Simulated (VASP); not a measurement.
# Lattice of Nb3Sn, functional by functional, part 2 of 3

Which functional gives which lattice for Nb3Sn? The starting structure is a measured crystal structure from the Crystallography Open Database. The first relaxation on each setting starts from this cell expanded by 3 % in volume.

VASP 6.6.1.

Results so far: PBEsol 18.13 Å³ an atom; LDA 17.77 Å³ an atom.

### 4. Relaxation with PBE

Level of this step: PBE; plane waves and PAW (Sn_d, Nb_sv) (VASP).

PBE, the usual starting point, adds the gradient of the density.

The input, INCAR:

```
SYSTEM = Nb3Sn
PREC = Accurate
ENCUT = 450
EDIFF = 1E-06
NELM = 100
ISMEAR = 1
SIGMA = 0.15
LREAL = .FALSE.
ALGO = Normal
GGA = PE
NBANDS = 65
LASPH = .TRUE.
LORBIT = 11
LWAVE = .FALSE.
LCHARG = .FALSE.
KPAR = 8
IBRION = 2
NSW = 50
ISIF = 3
EDIFFG = -0.006
```

The input, POSCAR:

```
Nb3Sn
1.0
    5.3344014212      0.0000000000      0.0000000000
    0.0000000000      5.3344014212      0.0000000000
    0.0000000000      0.0000000000      5.3344014212
Sn Nb
2 6
Direct
    0.5000000000      0.5000000000      0.5000000000
    0.0000000000      0.0000000000      0.0000000000
    0.0000000000      0.5000000000      0.2500000000
    0.0000000000      0.5000000000      0.7500000000
    0.5000000000      0.2500000000      0.0000000000
    0.7500000000      0.0000000000      0.5000000000
    0.5000000000      0.7500000000      0.0000000000
    0.2500000000      0.0000000000      0.5000000000
```

The input, KPOINTS:

```
Automatic mesh
0
Gamma
6 6 6
0 0 0
```

The projector-augmented-wave data sets are Sn_d and Nb_sv (PBE family, release 64).

Command:

```sh
mpirun -np 8 vasp_std
```

Log:

```text
[banner, memory and clock lines left out]
running    8 mpi-ranks, on    1 nodes
[...]
[... a notice as in an earlier step ...]

 LDA part: xc-table for (Slater+PW92), standard interpolation
 POSCAR, INCAR and KPOINTS ok, starting setup
[...]
entering main loop
       N       E                     dE             d eps       ncg     rms          rms(c)
DAV:   1     0.164609124657E+04    0.16461E+04   -0.47603E+04  2728   0.197E+03
DAV:   2     0.184331801969E+03   -0.14618E+04   -0.14264E+04  2616   0.728E+02
DAV:   3    -0.450429727715E+02   -0.22937E+03   -0.21991E+03  3530   0.245E+02
DAV:   4    -0.712530513973E+02   -0.26210E+02   -0.25496E+02  3904   0.745E+01
[...]
DAV:  12    -0.703671676318E+02    0.11766E-04   -0.50978E-05  4448   0.387E-02    0.482E-03
DAV:  13    -0.703671657276E+02    0.19042E-05   -0.34641E-06  2536   0.105E-02    0.245E-03
DAV:  14    -0.703671656057E+02    0.12195E-06   -0.79229E-07  2208   0.673E-03
   1 F= -.70367166E+02 E0= -.70360157E+02  d E =-.703672E+02
[...]
DAV:   9    -0.703457464940E+02   -0.12046E-04   -0.29973E-05  3896   0.283E-02    0.906E-03
DAV:  10    -0.703457472113E+02   -0.71729E-06   -0.48135E-06  2816   0.104E-02
   2 F= -.70345747E+02 E0= -.70338794E+02  d E =0.214184E-01
 trial-energy change:    0.021418  1 .order    0.022303   -0.053016    0.097622
 step:   0.3601(harm=  0.3519)  dis= 0.00000  next Energy=   -70.376751 (dE=-0.959E-02)
[...]
N       E                     dE             d eps       ncg     rms          rms(c)
DAV:   1    -0.707134254639E+02   -0.36768E+00   -0.12269E+01  2677   0.280E+01    0.374E+00
DAV:   2    -0.704694777171E+02    0.24395E+00   -0.12587E+00  3219   0.821E+00    0.215E+00
DAV:   3    -0.703766312171E+02    0.92846E-01   -0.70321E-01  3821   0.466E+00    0.114E+00
DAV:   4    -0.703727686161E+02    0.38626E-02   -0.82928E-02  3533   0.130E+00    0.419E-01
[...]
DAV:   9    -0.703767583051E+02    0.49540E-05   -0.17442E-05  3566   0.209E-02    0.631E-03
DAV:  10    -0.703767569381E+02    0.13670E-05   -0.28126E-06  2384   0.785E-03    0.287E-03
DAV:  11    -0.703767569301E+02    0.80327E-08   -0.44034E-07  1847   0.470E-03
   3 F= -.70376757E+02 E0= -.70369762E+02  d E =-.959132E-02
[...]
reached required accuracy - stopping structural energy minimisation
```

Run time: 1.9 min. Hardware: 8 MPI ranks of Intel Xeon 6975P-C (Granite Rapids), shared host; peak memory 2.8 GiB.

Parts of OUTCAR (step 4):

```text
  Total       -0.0050301     -0.0050301     -0.0050301      0.0000000      0.0000000      0.0000000
  in kB       -0.0536888     -0.0536888     -0.0536888      0.0000000      0.0000000      0.0000000
  external PRESSURE =      -0.0536888 kB  Pullay stress =       0.0000000 kB

 POSITION                                       TOTAL-FORCE (eV/Angst)
 -----------------------------------------------------------------------------------
      2.65729      2.65729      2.65729        -0.000000      0.000000     -0.000000
      0.00000      0.00000      0.00000        -0.000000      0.000000     -0.000000
      0.00000      2.65729      1.32864        -0.000000      0.000000     -0.000000
      0.00000      2.65729      3.98593        -0.000000     -0.000000     -0.000000
      2.65729      1.32864      0.00000         0.000000      0.000000     -0.000000
      3.98593      0.00000      2.65729         0.000000      0.000000      0.000000
      2.65729      3.98593      0.00000         0.000000      0.000000      0.000000
      1.32864      0.00000      2.65729        -0.000000     -0.000000      0.000000
 -----------------------------------------------------------------------------------
    total drift:                                0.000000     -0.000000      0.000000

  FREE ENERGIE OF THE ION-ELECTRON SYSTEM (eV)
  ---------------------------------------------------
  free  energy   TOTEN  =       -70.3767569301 eV

  energy  without entropy=      -70.3557715496  energy(sigma->0) =      -70.36976180

[... 2 parts as in an earlier step ...]

[... 2 further parts left out ...]
[key lines of the parts left out:]
E-fermi :  11.1921
```

With PBE the relaxed cell holds 18.764 Å³ an atom, +1.86 % against the measured cell, with a = 5.315 Å. That is +3.48 % from PBEsol.

### 5. Relaxation with PBEsol + D3(BJ)

D3 with Becke-Johnson damping keeps a finite attraction at short range. This run starts from the cell of an earlier relaxation, which isn't shown; the restart sets up the plane waves anew.

Changes to INCAR since step 4:

```diff
@@ -9,3 +9,4 @@
 ALGO = Normal
-GGA = PE
+GGA = PS
+IVDW = 12
 NBANDS = 65
```

Changes to POSCAR since step 4:

```diff
@@ -2,5 +2,5 @@
 1.0
-    5.3344014212      0.0000000000      0.0000000000
-    0.0000000000      5.3344014212      0.0000000000
-    0.0000000000      0.0000000000      5.3344014212
+    5.1932963048      0.0000000000      0.0000000000
+    0.0000000000      5.1932963048      0.0000000000
+    0.0000000000      0.0000000000      5.1932963048
 Sn Nb
```

KPOINTS is that of step 4.

Command:

```sh
mpirun -np 8 vasp_std
```

Log:

```text
[banner, memory and clock lines left out]
running    8 mpi-ranks, on    1 nodes
[...]
[... a notice as in an earlier step ...]

 [... a notice as in an earlier step ...]

 LDA part: xc-table for (Slater+PW92), standard interpolation
 POSCAR, INCAR and KPOINTS ok, starting setup
[...]
entering main loop
       N       E                     dE             d eps       ncg     rms          rms(c)
DAV:   1     0.165568098410E+04    0.16557E+04   -0.47598E+04  2729   0.201E+03
DAV:   2     0.185537890189E+03   -0.14701E+04   -0.14347E+04  2608   0.748E+02
DAV:   3    -0.495310453110E+02   -0.23507E+03   -0.22541E+03  3457   0.250E+02
DAV:   4    -0.768892188346E+02   -0.27358E+02   -0.26713E+02  3952   0.773E+01
[...]
DAV:  11    -0.758398660679E+02    0.39449E-04   -0.41867E-04  3616   0.111E-01    0.259E-02
DAV:  12    -0.758398562599E+02    0.98079E-05   -0.38377E-05  4424   0.351E-02    0.444E-03
DAV:  13    -0.758398555719E+02    0.68803E-06   -0.27581E-06  2520   0.942E-03
[...]
DAV:   9    -0.758331682406E+02   -0.34491E-06   -0.28808E-07  1840   0.374E-03
   2 F= -.81683822E+02 E0= -.81677219E+02  d E =0.340412E-04
 trial-energy change:    0.000034  1 .order    0.000036   -0.000070    0.000141
 step:   0.3311(harm=  0.3311)  dis= 0.00000  next Energy=   -81.683868 (dE=-0.116E-04)
[...]
N       E                     dE             d eps       ncg     rms          rms(c)
DAV:   1    -0.758381407406E+02   -0.49728E-02   -0.17202E-02  2952   0.105E+00    0.146E-01
DAV:   2    -0.758378097310E+02    0.33101E-03   -0.17925E-03  3424   0.319E-01    0.839E-02
DAV:   3    -0.758376768185E+02    0.13291E-03   -0.10120E-03  3904   0.180E-01    0.483E-02
DAV:   4    -0.758376682580E+02    0.85606E-05   -0.11582E-04  3608   0.507E-02    0.182E-02
DAV:   5    -0.758376689536E+02   -0.69561E-06   -0.11184E-05  3296   0.155E-02    0.153E-02
DAV:   6    -0.758376678032E+02    0.11504E-05   -0.32867E-06  2448   0.803E-03    0.767E-03
DAV:   7    -0.758376652969E+02    0.25063E-05   -0.36473E-06  2592   0.788E-03    0.113E-03
DAV:   8    -0.758376658632E+02   -0.56634E-06   -0.56251E-07  1840   0.586E-03
   3 F= -.81683869E+02 E0= -.81677256E+02  d E =-.123710E-04
[...]
reached required accuracy - stopping structural energy minimisation
```

The job ended after 68 s (8 MPI ranks; peak memory 2.5 GiB; 8.9 min of CPU time).

From OUTCAR (step 5):

```text
 Edisp (eV)   -5.85065

 Edisp (eV)   -5.84620

  Total       0.00307     0.00307     0.00307    -0.00000    -0.00000     0.00000
  in kB       0.03513     0.03513     0.03513    -0.00000    -0.00000     0.00000
  external pressure =        0.04 kB  Pullay stress =        0.00 kB

 POSITION                                       TOTAL-FORCE (eV/Angst)
 -----------------------------------------------------------------------------------
      2.59633      2.59633      2.59633         0.000000     -0.000000     -0.000000
      0.00000     -0.00000      0.00000         0.000000     -0.000000     -0.000000
      0.00000      2.59633      1.29816        -0.000000      0.000000      0.000000
      0.00000      2.59633      3.89449        -0.000000     -0.000000     -0.000000
      2.59633      1.29816      0.00000         0.000000      0.000000      0.000000
      3.89449      0.00000      2.59633         0.000000      0.000000      0.000000
      2.59633      3.89449     -0.00000        -0.000000     -0.000000     -0.000000
      1.29816     -0.00000      2.59633        -0.000000     -0.000000      0.000000
 -----------------------------------------------------------------------------------
    total drift:                                0.000000      0.000000     -0.000000

  FREE ENERGIE OF THE ION-ELECTRON SYSTEM (eV)
  ---------------------------------------------------
  free  energy   TOTEN  =       -81.6838685258 eV

  energy  without entropy=      -81.6640308968  energy(sigma->0) =      -81.67725598

[... 2 parts as in an earlier step ...]

[... 2 further parts left out ...]
[key lines of the parts left out:]
E-fermi :  12.0427
```

With PBEsol + D3(BJ) the relaxed cell holds 17.502 Å³ an atom, -4.99 % against the measured cell, with a = 5.193 Å. That is -3.48 % from PBEsol.

### 6. Relaxation with r2SCAN

r2SCAN adds the kinetic-energy density, costs more than a GGA and is run with LASPH. This run starts from the cell of an earlier relaxation, which isn't shown; the restart sets up the plane waves anew.

Changes to INCAR since step 5:

```diff
@@ -9,6 +9,5 @@
 ALGO = Normal
-GGA = PS
-IVDW = 12
+METAGGA = R2SCAN
+LASPH = .TRUE.
 NBANDS = 65
-LASPH = .TRUE.
 LORBIT = 11
```

Changes to POSCAR since step 5:

```diff
@@ -2,5 +2,5 @@
 1.0
-    5.1932963048      0.0000000000      0.0000000000
-    0.0000000000      5.1932963048      0.0000000000
-    0.0000000000      0.0000000000      5.1932963048
+    5.3014512407      0.0000000000      0.0000000000
+    0.0000000000      5.3014512407      0.0000000000
+    0.0000000000      0.0000000000      5.3014512407
 Sn Nb
```

KPOINTS is that of step 5.

Command:

```sh
mpirun -np 8 vasp_std
```

Log:

```text
[banner, memory and clock lines left out]
running    8 mpi-ranks, on    1 nodes
[...]
[... a notice as in an earlier step ...]

 [... a notice as in an earlier step ...]

 LDA part: xc-table for (None), standard interpolation
 POSCAR, INCAR and KPOINTS ok, starting setup
[...]
entering main loop
       N       E                     dE             d eps       ncg     rms          rms(c)
DAV:   1     0.155659933065E+04    0.15566E+04   -0.48580E+04  2657   0.204E+03
DAV:   2     0.369138227106E+02   -0.15197E+04   -0.14841E+04  2608   0.748E+02
DAV:   3    -0.211341055244E+03   -0.24825E+03   -0.23746E+03  3550   0.257E+02
DAV:   4    -0.241321092251E+03   -0.29980E+02   -0.29248E+02  3888   0.787E+01
[...]
DAV:  13    -0.200361541550E+03    0.20569E-05   -0.50410E-06  2808   0.131E-02    0.670E-03
DAV:  14    -0.200361540500E+03    0.10500E-05   -0.10041E-06  2128   0.840E-03    0.205E-03
DAV:  15    -0.200361540614E+03   -0.11398E-06   -0.36505E-07  2056   0.444E-03
   1 F= -.20036154E+03 E0= -.20035640E+03  d E =-.200362E+03
[...]
reached required accuracy - stopping structural energy minimisation
```

Run time: 60 s. Hardware: 8 MPI ranks; peak memory 2.7 GiB; 7.8 min of CPU time.

OUTCAR, selected parts (step 6):

```text
  Total       -0.0319687     -0.0319687     -0.0319687     -0.0000000      0.0000000      0.0000000
  in kB       -0.3437569     -0.3437569     -0.3437569     -0.0000000      0.0000000      0.0000000
  external PRESSURE =      -0.3437569 kB  Pullay stress =       0.0000000 kB

 POSITION                                       TOTAL-FORCE (eV/Angst)
 -----------------------------------------------------------------------------------
      2.65073      2.65073      2.65073         0.000000     -0.000000     -0.000000
      0.00000      0.00000      0.00000         0.000000     -0.000000     -0.000000
      0.00000      2.65073      1.32536         0.000000     -0.000000      0.000000
      0.00000      2.65073      3.97609        -0.000000      0.000000     -0.000000
      2.65073      1.32536      0.00000        -0.000000      0.000000      0.000000
      3.97609      0.00000      2.65073         0.000000     -0.000000     -0.000000
      2.65073      3.97609      0.00000         0.000000     -0.000000      0.000000
      1.32536      0.00000      2.65073        -0.000000      0.000000      0.000000
 -----------------------------------------------------------------------------------
    total drift:                                0.000000     -0.000000      0.000000

  FREE ENERGIE OF THE ION-ELECTRON SYSTEM (eV)
  ---------------------------------------------------
  free  energy   TOTEN  =      -200.3615406142 eV

  energy  without entropy=     -200.3461265025  energy(sigma->0) =     -200.35640258

[... 2 parts as in an earlier step ...]

[... 2 further parts left out ...]
[key lines of the parts left out:]
E-fermi :  11.2731
```

With r2SCAN the relaxed cell holds 18.625 Å³ an atom, +1.10 % against the measured cell, with a = 5.301 Å. That is +2.71 % from PBEsol.

### 7. Relaxation with r2SCAN + rVV10

rVV10 adds a nonlocal correlation energy for dispersion. This run starts from the cell of an earlier relaxation, which isn't shown; the restart sets up the plane waves anew.

Changes to INCAR since step 6:

```diff
@@ -10,2 +10,6 @@
 METAGGA = R2SCAN
+LUSE_VDW = .TRUE.
+IVDW_NL = 2
+BPARAM = 11.95
+CPARAM = 0.0093
 LASPH = .TRUE.
```

Changes to POSCAR since step 6:

```diff
@@ -2,5 +2,5 @@
 1.0
-    5.3014512407      0.0000000000      0.0000000000
-    0.0000000000      5.3014512407      0.0000000000
-    0.0000000000      0.0000000000      5.3014512407
+    5.2884493418      0.0000000000      0.0000000000
+    0.0000000000      5.2884493418      0.0000000000
+    0.0000000000      0.0000000000      5.2884493418
 Sn Nb
```

KPOINTS is that of step 6.

Command:

```sh
mpirun -np 8 vasp_std
```

Log:

```text
[banner, memory and clock lines left out]
running    8 mpi-ranks, on    1 nodes
[...]
[... a notice as in an earlier step ...]

|                                                                             |
|               ----> ADVICE to this user running VASP <----                  |
|                                                                             |
|     You have switched on vdW-DFT.                                           |
|     This routine was written and supplied by Jiri Klimes. We recommend      |
|     that you carefully read and cite the following publications:            |
|       J. Klimes, D.R. Bowler, A. Michelides                                 |
|          J. Phys.: Cond Matt. 22 022201 (2010)                              |
|       J. Klimes, D.R. Bowler, A. Michelides                                 |
|          Phys. Rev. B. 83, 195131 (2011)                                    |
|     and references therein.                                                 |
[...]
Total rVV10 correction in eV:      1.8902352   107.7113857
Total rVV10 correction in eV:      1.8902352   107.7113857
Total rVV10 correction in eV:      1.8902352   107.7113857
DAV:  14    -0.198465020263E+03    0.77712E-06   -0.97875E-07  2128   0.853E-03
Total rVV10 correction in eV:      1.8902436   107.7113857
Total rVV10 correction in eV:      1.8902436   107.7113857
Total rVV10 correction in eV:      1.8902436   107.7113857
Total rVV10 correction in eV:      1.8902436   107.7113857
Total rVV10 correction in eV:      1.8902436   107.7113857
Total rVV10 correction in eV:      1.8902436   107.7113857
Total rVV10 correction in eV:      1.8902436   107.7113857
Total rVV10 correction in eV:      1.8902436   107.7113857
Total rVV10 correction in eV:      1.8902390   107.7113857
Total rVV10 correction in eV:      1.8902390   107.7113857
Total rVV10 correction in eV:      1.8902390   107.7113857
Total rVV10 correction in eV:      1.8902390   107.7113857
Total rVV10 correction in eV:      1.8902390   107.7113857
Total rVV10 correction in eV:      1.8902390   107.7113857
Total rVV10 correction in eV:      1.8902390   107.7113857
Total rVV10 correction in eV:      1.8902390   107.7113857
   1 F= -.19846502E+03 E0= -.19845989E+03  d E =-.198465E+03
[...]
reached required accuracy - stopping structural energy minimisation
```

Run time: 88 s. Hardware: 8 MPI ranks; peak memory 4.6 GiB.

Parts of OUTCAR (step 7):

```text
  Total        0.0120435      0.0120435      0.0120435     -0.0000000      0.0000000     -0.0000000
  in kB        0.1304604      0.1304604      0.1304604     -0.0000000      0.0000000     -0.0000000
  external PRESSURE =       0.1304604 kB  Pullay stress =       0.0000000 kB

 POSITION                                       TOTAL-FORCE (eV/Angst)
 -----------------------------------------------------------------------------------
      2.64422      2.64422      2.64422         0.000000     -0.000000      0.000000
      0.00000      0.00000      0.00000         0.000000     -0.000000      0.000000
      0.00000      2.64422      1.32211         0.000000     -0.000000      0.000000
      0.00000      2.64422      3.96634        -0.000000      0.000000      0.000000
      2.64422      1.32211      0.00000        -0.000000     -0.000000     -0.000000
      3.96634      0.00000      2.64422         0.000000      0.000000      0.000000
      2.64422      3.96634      0.00000        -0.000000      0.000000     -0.000000
      1.32211      0.00000      2.64422        -0.000000     -0.000000     -0.000000
 -----------------------------------------------------------------------------------
    total drift:                                0.000000     -0.000000      0.000000

  FREE ENERGIE OF THE ION-ELECTRON SYSTEM (eV)
  ---------------------------------------------------
  free  energy   TOTEN  =      -198.4650202627 eV

  energy  without entropy=     -198.4496350534  energy(sigma->0) =     -198.45989186

[... 2 parts as in an earlier step ...]

[... 2 further parts left out ...]
[key lines of the parts left out:]
E-fermi :  11.3623
```

With r2SCAN + rVV10 the relaxed cell holds 18.488 Å³ an atom, +0.36 % against the measured cell, with a = 5.288 Å. That is +1.96 % from PBEsol.

[end of part 2 of 3]

[Lines on the potential files, build, host, timing and source positions are cut from VASP's logs without a mark.]

[Logs are printed without paths, hosts, clocks, repeated set-up lines and the standing remarks that a program may print on its own settings, such as how far it seeks lower states.]

[Hosts, paths, dates, database ids (printed as entryN), source tags and the programs' standing remarks are cut or masked in the printed files.]
